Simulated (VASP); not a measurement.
Given:

```
TiN
1.0
    0.00000     2.12956     2.12956
    2.12956     0.00000     2.12956
    2.12956     2.12956     0.00000
Ti N
1 1
Cartesian
  0.00000   0.00000   0.00000
  2.12956   2.12956   2.12956
```

The numbers are results of vdW-DF-cx, VASP's PBE PAW potentials (set 64) (plane waves; VASP 6.6.1), not measurements. Numerical set-up: 520 eV cut-off, 15×15×15 Γ-centred mesh, first-order Methfessel-Paxton smearing of 0.10 eV, potentials Ti_sv N.

**Question.** Give the stress tensor in GPa (positive for a compressed cell).

**Answer.** 
```
-8.24   0.00   0.00
 0.00  -8.24   0.00
 0.00   0.00  -8.24
```
The pressure is its mean diagonal, -8.24 GPa.

The compound is TiN in the rock salt structure. This cell is one point of a volume scan, at 1.03 of the reference volume. The electron count is odd and the run is not spin-polarised, which forces a metal.
